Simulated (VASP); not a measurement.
# InAs: energy against volume

InAs (zinc blende, F-43m, 29.587 Å³/atom and stress up to 0.07 GPa in the relaxed cell, cube axes along x, y and z) under an equal strain ε along all three axes. PBE in VASP (plane waves, PAW), 480 eV, 10×10×10 Γ-centred mesh, Methfessel-Paxton smearing 0.10 eV; ions are relaxed, or left where forces stay under 0.02 eV/Å, within the symmetry of each cell. Against the start cell, which lies near the measured one, the relaxed cell differs by 6.4 % in volume; the values below rest on it.

Here V stands for volume and E for E less E0.

```csv
volume (Å³/atom),E less E0 (meV/atom),pressure (GPa)
27.0035,?,?
27.8473,18.52,3.50
28.2757,10.42,2.54
28.7085,4.71,1.66
29.1457,1.28,0.83
29.5873,0.00,0.07
30.0333,0.75,-0.63
30.4838,3.42,-1.29
30.9388,7.90,-1.89
31.3982,14.09,-2.45
```

### Question
Using the third-order Birch-Murnaghan form, a cubic in V^(-2/3), estimate the missing E at V = 27.0035 from the other rows, showing the fit.

### Answer
With u = V^(-2/3) - 0.1046, the rows have u = 0.0042457, 0.0031435, 0.0020579, 0.0009886, -0.0000647, -0.0011022, -0.0021244, -0.0031316, -0.0041237. Least squares gives E = 0.020 + 355.9·u + 927983·u² + 3446629·u³. Residuals (row less fit): -0.003, 0.004, -0.002, -0.002, -0.001, 0.000, 0.001, 0.000, -0.001; standard error 0.003 (degrees of freedom: 5). Its minimum lies at u = -0.0001920, so V0 = (0.1044080)^(-3/2) = 29.64. There d²E/du² = 1852000 and d³E/du³ = 2.068e7, so B0 = (4/9) × 29.64^(-7/3) × 1852000 × 0.160218 = 48.5 GPa (the last factor turns the table's units into GPa), and B0' = 4 + (2/3) × 0.1044080 × (2.068e7)/1852000 = 4.8. B0' rests on the cubic coefficient alone and has a standard error of 0.1 from these residuals. At the withheld row, u = 0.0065015, so E = 0.020 + 355.9 × 0.0065015 + 927983 × 0.0065015² + 3446629 × 0.0065015³ = 42.506 meV/atom. The calculation gives 42.49 meV/atom, 0.016 meV/atom below the prediction (0.0 % of the range of E in the table). The row lies outside the fitted rows, so this is an extrapolation. The scatter of the fitted rows lies at the last printed digit.

This level leaves no gap over 0.05 eV at strain -3.00, -2.00, -1.50, -1.00, -0.50, 0.00, 0.50, 1.00, 1.50, 2.00 %. Other structures, which can take over under pressure, weren't tried. The same form fitted to the pressure column gives B0' = 4.8; series where the two differ by over 0.4 aren't shown. Rows are the converged runs of the series near zero and its far end, less any whose ions stayed unrelaxed beside relaxed ones; series whose fitted rows scatter by over a few per cent of the range, as at a crossing or softening among them, aren't shown in this form.
